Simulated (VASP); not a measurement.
# LiGeN (P6_3mc) in VASP: density of states with PBE

Aim: the density of states of LiGeN with PBE.

Everything below comes from runs of VASP 6.6.1. Logs are shortened: lines on timing, memory, paths and dates and some standing lists are left out, and cuts for length are marked.

## Step 1: The crystal as given

The structure is hexagonal, space group P6_3mc (No. 186). Conventional cell: a = 3.007 Å, b = 3.007 Å, c = 9.704 Å, α = 90.00°, β = 90.00°, γ = 120.00°. Li (site symmetry 3m) has 3 N at 2.15 Å as nearest neighbours. Ge (site symmetry 3m) is surrounded by 3 N at 2.01 Å. Around N (site symmetry 3m) lie 3 Ge at 2.01 Å and 3 Li at 2.15 Å.

The cell was built by a generator and needn't be a form met in nature.

## Step 2: Density of states, PBE

POSCAR

```
LiGeN                                   
1.0
    3.0073107057      0.0000000000     -0.0000000000
   -1.5036553528      2.6044074620     -0.0000000000
    0.0000000000     -0.0000000000      9.7041511606
  Li              Ge              N             
     2     2     2
Direct
     1.0000000000000000    0.0000000000000000    0.5029233452684050
     1.0000000000000000    0.0000000000000000    0.0029233452684050
     0.3333333300000021    0.6666666699999979    0.2677063440759256
     0.6666666699999979    0.3333333300000021    0.7677063440759255
     0.6666666699999979    0.3333333300000021    0.3722868006556669
     0.3333333300000021    0.6666666699999979    0.8722868006556670
```

INCAR.step1

```
ALGO = Fast ; EDIFF = 1E-6
ENCUT = 520 ; GGA = PE
ISIF = 2 ; ISMEAR = 0
KPAR = 4 ; LASPH = T
LCHARG = T ; LREAL = F
LWAVE = F ; NBANDS = 31
NELM = 80 ; PREC = Accurate
SIGMA = 0.03
```

KPOINTS.step1

```
k-points
0
Gamma
  10 10 4
```

INCAR.step2

```
ALGO = Fast ; EDIFF = 1E-6
ENCUT = 520 ; GGA = PE
ICHARG = 11 ; ISIF = 2
ISMEAR = -5 ; KPAR = 4
LASPH = T ; LCHARG = F
LORBIT = 11 ; LREAL = F
LWAVE = F ; NBANDS = 31
NEDOS = 2001 ; NELM = 80
PREC = Accurate ; SIGMA = 0.03
```

KPOINTS.step2

```
k-points
0
Gamma
  15 15 6
```

Potentials or basis: VASP PAW PBE potentials, release 64 (Li_sv, Ge_d, N).

Started as:

```sh
cat potpaw_PBE.64/Li_sv/POTCAR potpaw_PBE.64/Ge_d/POTCAR potpaw_PBE.64/N/POTCAR > POTCAR
cp INCAR.step1 INCAR
cp KPOINTS.step1 KPOINTS
mpirun -np 4 vasp_std > vasp.out
cp INCAR.step2 INCAR
cp KPOINTS.step2 KPOINTS
mpirun -np 4 vasp_std > vasp.out
```

OUTCAR:

```text
EDIFF = 1E-6
   ENCUT = 520
   GGA = PE
   ICHARG = 11
   ISIF = 2
   ISMEAR = -5
   LASPH = T
   LORBIT = 11
   LREAL = F
   NELM = 80
   PREC = Accurate

 ion  position               nearest neighbor table
   1  0.000  0.000  0.503-   5 2.15   5 2.15   5 2.15
   2  0.000  0.000  0.003-   6 2.15   6 2.15   6 2.15
   3  0.333  0.667  0.268-   5 2.01   5 2.01   5 2.01
   4  0.667  0.333  0.768-   6 2.01   6 2.01   6 2.01
   5  0.667  0.333  0.372-   3 2.01   3 2.01   3 2.01   1 2.15   1 2.15   1 2.15
   6  0.333  0.667  0.872-   4 2.01   4 2.01   4 2.01   2 2.15   2 2.15   2 2.15

  LATTYP: Found a hexagonal cell.
 ALAT       =     3.0073107057
 C/A-ratio  =     3.2268535280

  Lattice vectors:

 A1 = (   3.0073107057,   0.0000000000,   0.0000000000)
 A2 = (  -1.5036553528,   2.6044074620,   0.0000000000)
 A3 = (   0.0000000000,   0.0000000000,   9.7041511606)

Analysis of symmetry for initial positions (statically):
=====================================================================
 Subroutine PRICEL returns:
 Original cell was already a primitive cell.

 Routine SETGRP: Setting up the symmetry group for a
 hexagonal supercell.

 Subroutine GETGRP returns: Found 12 space group operations
 (whereof  6 operations were pure point group operations)
 out of a pool of 24 trial point group operations.

The static configuration has the point symmetry C_3v.
 The point group associated with its full space group is C_6v.

Analysis of symmetry for dynamics (positions and initial velocities):
=====================================================================
 Subroutine PRICEL returns:
 Original cell was already a primitive cell.

 Routine SETGRP: Setting up the symmetry group for a
 hexagonal supercell.

 Subroutine GETGRP returns: Found 12 space group operations
 (whereof  6 operations were pure point group operations)
 out of a pool of 24 trial point group operations.

The dynamic configuration has the point symmetry C_3v.
 The point group associated with its full space group is C_6v.

 Subroutine INISYM returns: Found 12 space group operations
 (whereof  6 operations are pure point group operations),
 and found     1 'primitive' translations

----------------------------------------------------------------------------------------

                                     Primitive cell

  volume of cell :      76.0055

  direct lattice vectors                    reciprocal lattice vectors
     3.007310706  0.000000000  0.000000000     0.332523007  0.191982248  0.000000000
    -1.503655353  2.604407462  0.000000000     0.000000000  0.383964497  0.000000000
     0.000000000  0.000000000  9.704151161     0.000000000  0.000000000  0.103048683

  length of vectors
     3.007310706  3.007310700  9.704151161     0.383964496  0.383964497  0.103048683

  position of ions in fractional coordinates (direct lattice)
     0.000000000  0.000000000  0.502923345
     0.000000000  0.000000000  0.002923345
     0.333333330  0.666666670  0.267706344
     0.666666670  0.333333330  0.767706344
     0.666666670  0.333333330  0.372286801
     0.333333330  0.666666670  0.872286801

  ion indices of the primitive-cell ions
   primitive index   ion index
                 1           1
                 2           2
                 3           3
                 4           4
                 5           5
                 6           6

----------------------------------------------------------------------------------------

 KPOINTS: k-points

Automatic generation of k-mesh.
 Grid dimensions read from file:
 generate k-points for:   15   15    6

 Generating k-lattice:

  Cartesian coordinates                     Fractional coordinates (reciprocal lattice)
     0.022168200  0.012798817  0.000000000     0.066666667  0.000000000  0.000000000
     0.000000000  0.025597633  0.000000000     0.000000000  0.066666667  0.000000000
     0.000000000  0.000000000  0.017174781     0.000000000  0.000000000  0.166666667

  Length of vectors
     0.025597633  0.025597633  0.017174781

  Shift w.r.t. Gamma in fractional coordinates (k-lattice)
     0.000000000  0.000000000  0.000000000

 TETIRR: Found   1374 inequivalent tetrahedra from     8100

 Subroutine IBZKPT returns following result:
 ===========================================

 Found    108 irreducible k-points:

 Following reciprocal coordinates:
            Coordinates               Weight
  0.000000  0.000000  0.000000      1.000000
  0.066667  0.000000  0.000000      6.000000
  0.133333  0.000000  0.000000      6.000000
  0.200000 -0.000000  0.000000      6.000000
  0.266667  0.000000  0.000000      6.000000
  0.333333  0.000000  0.000000      6.000000
[... 16 lines left out ...]
  0.333333  0.200000  0.000000     12.000000
  0.400000  0.200000  0.000000      6.000000
 [... further k-points ...]
   k-points           NKPTS =    108   k-points in BZ     NKDIM =    108   number of bands    NBANDS=     31
   number of dos      NEDOS =   2001   number of ions     NIONS =      6
   total plane-waves  NPLWV =  41472
   dimension x,y,z NGX =    24 NGY =   24 NGZ =   72
   dimension x,y,z NGXF=    48 NGYF=   48 NGZF=  144
   ions per type =               2   2   2
   NGX,Y,Z   is equivalent  to a cutoff of  13.27, 13.27, 12.33 a.u.
   NGXF,Y,Z  is equivalent  to a cutoff of  26.53, 26.53, 24.67 a.u.
 SYSTEM =  unknown system
   PREC   = accura    normal or accurate (medium, high low for compatibility)
   ISTART =      0    job   : 0-new  1-cont  2-samecut
   ICHARG =     11    charge: 1-file 2-atom 10-const
   ISPIN  =      1    spin polarized calculation?
   LNONCOLLINEAR =      F non collinear calculations
   LSORBIT =      F    spin-orbit coupling
   LASPH  =      T    aspherical Exc in radial PAW
   ENCUT  =  520.0 eV  38.22 Ry    6.18 a.u.   5.59  5.59 18.04*2*pi/ulx,y,z
   NELM   =     80;   NELMIN=  2; NELMDL=  0     # of ELM steps
   EDIFF  = 0.1E-05   stopping-criterion for ELM
   LREAL  =      F    real-space projection
   EDIFFG = 0.1E-04   stopping-criterion for IOM
   NSW    =      0    number of steps for IOM
   IBRION =     -1    ionic relax: 0-MD 1-quasi-New 2-CG
   NFREE  =      0    steps in history (QN), initial steepest desc. (CG)
   ISIF   =      2    stress and relaxation
   ISYM   =      2    0-nonsym 1-usesym 2-fastsym
   POTIM  = 0.5000    time-step for ionic-motion
   TEBEG  =    0.0;   TEEND  =   0.0 temperature during run
   PSTRESS=    0.0 pullay stress
   NELECT =      44.0000    total number of electrons
   NUPDOWN=      -1.0000    fix difference up-down
   EMIN   =  10.00;   EMAX   =-10.00  energy-range for DOS
   EFERMI =   0.00;   METHOD = LEGACY
   ISMEAR =    -5;   SIGMA  =   0.03  broadening in eV -4-tet -1-fermi 0-gaus
   EFERMI_NEDOS =   21; number of points for ismear=-14 and -15
   IALGO  =     68    algorithm
   IMIX   =      4    mixing-type and parameters
     AMIX     =   0.40;   BMIX     =  1.00
     AMIX_MAG =   1.60;   BMIX_MAG =  1.00
  volume/ion in A,a.u.               =      12.67        85.49
  Fermi-wavevector in a.u.,A,eV,Ry     =   1.364408  2.578356 25.328716  1.861608
  Thomas-Fermi vector in A             =   2.490726
   LORBIT       =     11    0 simple, 1 ext, 2 COOP (PROOUT), +10 PAW based schemes
   GGA     = PE    functional components
   LHFCALC =     F    Hartree Fock is set to
   AEXX    =    0.0000 exact exchange contribution
   IVDW    =     0    specifies the selected vdW correction
   LEPSILON=     F    determine dielectric tensor
   LRPA    =     F    only Hartree local field effects (RPA)
 non-spin polarized calculation
 RMM-DIIS sequential band-by-band and
 Fermi weights with tetrahedron method with Bloechl corrections
  energy-cutoff  :      520.00
  volume of cell :       76.01
 maximum number of plane-waves:      2077
 NGX is ok and might be reduce to    24

 number of electron      44.0000046 magnetization

 Free energy of the ion-electron system (eV)
  ---------------------------------------------------
  ext. energy  EPLUGINS =         0.00000000
  ---------------------------------------------------
  free energy    TOTEN  =       -31.22260091 eV

  energy without entropy =      -31.22260091  energy(sigma->0) =      -31.22260091

 E-fermi :   4.4449     XC(G=0): -10.2382

 val. band max:        4.4416559299   @ k =   0.2000   0.2000   0.0000
 cond. band min:       5.6408755645   @ k =   0.4667   0.0000   0.0000
 fundamental gap:      1.1992196346
 Fermi energy:         4.4449211579

 k-point     1 :       0.0000    0.0000    0.0000
  band No.  band energies     occupation
      1     -40.8636      2.00000
      2     -40.8636      2.00000
      3     -19.5394      2.00000
      4     -19.5394      2.00000
      5     -19.5394      2.00000
      6     -19.5394      2.00000
[... 23 lines left out ...]
     30      12.8903      0.00000
     31      17.1294      0.00000

 k-point     2 :       0.0667    0.0000    0.0000
  band No.  band energies     occupation
      1     -40.8629      2.00000
      2     -40.8628      2.00000
      3     -19.5417      2.00000
      4     -19.5417      2.00000
      5     -19.5353      2.00000
      6     -19.5353      2.00000
[... 23 lines left out ...]
     30      12.9411      0.00000
     31      16.8797      0.00000

 k-point     3 :       0.1333    0.0000    0.0000
  band No.  band energies     occupation
      1     -40.8609      2.00000
      2     -40.8608      2.00000
      3     -19.5485      2.00000
      4     -19.5485      2.00000
      5     -19.5237      2.00000
      6     -19.5237      2.00000
[... 23 lines left out ...]
     30      13.0290      0.00000
     31      16.1508      0.00000

 k-point     4 :       0.2000   -0.0000    0.0000
  band No.  band energies     occupation
      1     -40.8579      2.00000
      2     -40.8579      2.00000
      3     -19.5594      2.00000
      4     -19.5594      2.00000
      5     -19.5067      2.00000
      6     -19.5067      2.00000
[... 23 lines left out ...]
     30      13.0501      0.00000
     31      15.1408      0.00000

 k-point     5 :       0.2667    0.0000    0.0000
  band No.  band energies     occupation
      1     -40.8545      2.00000
      2     -40.8545      2.00000
      3     -19.5728      2.00000
      4     -19.5728      2.00000
      5     -19.4873      2.00000
      6     -19.4873      2.00000
[... 23 lines left out ...]
     30      13.0210      0.00000
     31      14.1025      0.00000
[... 542 lines left out ...]
     30      12.9740      0.00000
     31      13.7639      0.00000

 k-point    22 :       0.2667    0.2000    0.0000
  band No.  band energies     occupation
      1     -40.8481      2.00000
      2     -40.8481      2.00000
      3     -19.5739      2.00000
      4     -19.5739      2.00000
      5     -19.4789      2.00000
      6     -19.4788      2.00000
[... 23 lines left out ...]
     30      12.7861      0.00000
     31      13.7385      0.00000

 k-point    23 :       0.3333    0.2000    0.0000
  band No.  band energies     occupation
      1     -40.8465      2.00000
      2     -40.8465      2.00000
      3     -19.5763      2.00000
      4     -19.5763      2.00000
      5     -19.4750      2.00000
      6     -19.4749      2.00000
[... 23 lines left out ...]
     30      12.9449      0.00000
     31      13.5707      0.00000

 k-point    24 :       0.4000    0.2000    0.0000
  band No.  band energies     occupation
      1     -40.8460      2.00000
      2     -40.8459      2.00000
      3     -19.5773      2.00000
      4     -19.5772      2.00000
      5     -19.4737      2.00000
      6     -19.4737      2.00000
[... 23 lines left out ...]
     30      13.1284      0.00000
     31      13.6292      0.00000

 [... further k-points ...]

------------------------ aborting loop because EDIFF is reached ----------------------------------------

  FORCE on cell =-STRESS in cart. coord.  units (eV):
  Direction    XX          YY          ZZ          XY          YZ          ZX
  --------------------------------------------------------------------------------------
  -------------------------------------------------------------------------------------
  Total       -0.0638247     -0.0638247     -0.0556335     -0.0000000      0.0000000      0.0000000
  in kB       -1.3454093     -1.3454093     -1.1727412     -0.0000000      0.0000000      0.0000000
  external PRESSURE =      -1.2878533 kB  Pullay stress =       0.0000000 kB

 VOLUME and BASIS-vectors are now :
 -----------------------------------------------------------------------------
  energy-cutoff  :      520.00
  volume of cell :       76.01
      direct lattice vectors                 reciprocal lattice vectors
     3.007310706  0.000000000  0.000000000     0.332523007  0.191982248  0.000000000
    -1.503655353  2.604407462  0.000000000     0.000000000  0.383964497  0.000000000
     0.000000000  0.000000000  9.704151161     0.000000000  0.000000000  0.103048683

 POSITION                                       TOTAL-FORCE (eV/Angst)
 -----------------------------------------------------------------------------------
      0.00000      0.00000      4.88044         0.000000     -0.000000     -0.001437
      0.00000      0.00000      0.02837         0.000000     -0.000000     -0.001437
     -0.00000      1.73627      2.59786         0.000000     -0.000000      0.002990
      1.50366      0.86814      7.44994        -0.000000      0.000000      0.002990
      1.50366      0.86814      3.61273         0.000000     -0.000000     -0.001553
     -0.00000      1.73627      8.46480         0.000000     -0.000000     -0.001553
 -----------------------------------------------------------------------------------
    total drift:                                0.000000      0.000000      0.001350

  FREE ENERGIE OF THE ION-ELECTRON SYSTEM (eV)
  ---------------------------------------------------
  free  energy   TOTEN  =       -31.2226009124 eV

  energy  without entropy=      -31.2226009124  energy(sigma->0) =      -31.22260091

 total charge

# of ion       s       p       d       tot
------------------------------------------
    1        2.018   0.051   0.000   2.069
    2        2.018   0.051   0.000   2.069
    3        1.149   1.108  10.134  12.391
    4        1.149   1.108  10.134  12.391
    5        1.249   2.447   0.000   3.696
    6        1.249   2.447   0.000   3.696
--------------------------------------------------
tot          8.834   7.211  20.268  36.313
```

Run time: 4.6 min. Hardware: 4 MPI ranks of Intel Xeon Platinum 8259CL at 2.50GHz (Skylake/Cascade Lake), shared host; peak memory 0.33 GiB.

What came out:

```
Valence electrons inside the program's atomic spheres : Li 2.07; Ge 12.39; N 3.70
```

States per cell in windows of 0.5 eV (zero at the valence-band top; states under -8 eV left out):
```tsv
from (eV)	total	N5_p	N6_p	Ge3_p	Ge4_p	Ge3_s	Ge4_s
-8.0	1.27	0.12	0.12	0.03	0.03	0.25	0.25
-7.5	1.16	0.07	0.07	0.02	0.02	0.19	0.19
-7.0	0.91	0.05	0.05	0.01	0.01	0.15	0.15
-6.5	0.00	0.00	0.00	0.00	0.00	0.00	0.00
-6.0	0.01	0.00	0.00	0.00	0.00	0.00	0.00
-5.5	0.25	0.04	0.04	0.03	0.03	0.00	0.00
-5.0	0.79	0.12	0.12	0.07	0.07	0.01	0.01
-4.5	1.86	0.28	0.28	0.16	0.16	0.04	0.04
-4.0	0.88	0.15	0.15	0.06	0.06	0.02	0.02
-3.5	1.47	0.29	0.29	0.10	0.10	0.01	0.01
-3.0	1.07	0.25	0.25	0.08	0.08	0.01	0.01
-2.5	0.87	0.20	0.20	0.05	0.05	0.00	0.00
-2.0	0.80	0.18	0.18	0.04	0.04	0.00	0.00
-1.5	1.40	0.24	0.24	0.09	0.09	0.03	0.03
-1.0	1.59	0.19	0.19	0.14	0.14	0.08	0.08
-0.5	1.02	0.17	0.17	0.08	0.08	0.03	0.03
0.0	0.00	0.00	0.00	0.00	0.00	0.00	0.00
0.5	0.00	0.00	0.00	0.00	0.00	0.00	0.00
1.0	0.06	0.00	0.00	0.00	0.00	0.00	0.00
1.5	0.30	0.02	0.02	0.02	0.02	0.01	0.01
2.0	0.87	0.07	0.07	0.05	0.05	0.02	0.02
2.5	0.86	0.06	0.06	0.06	0.06	0.03	0.03
3.0	0.60	0.04	0.04	0.04	0.04	0.04	0.04
3.5	0.77	0.05	0.05	0.04	0.04	0.05	0.05
4.0	1.00	0.07	0.07	0.05	0.05	0.06	0.06
4.5	1.33	0.09	0.09	0.06	0.06	0.06	0.06
5.0	1.26	0.08	0.08	0.07	0.07	0.04	0.04
5.5	0.48	0.03	0.03	0.05	0.05	0.01	0.01
6.0	0.50	0.02	0.02	0.06	0.06	0.01	0.01
6.5	1.34	0.07	0.07	0.17	0.17	0.02	0.02
7.0	1.99	0.11	0.11	0.27	0.27	0.03	0.03
7.5	1.71	0.10	0.10	0.22	0.22	0.02	0.02
```

Caveat: the cutoff is under 1.25 times the usual one of these potentials, so pressure, stress and relaxed cells hold a basis-set (Pulay) error.
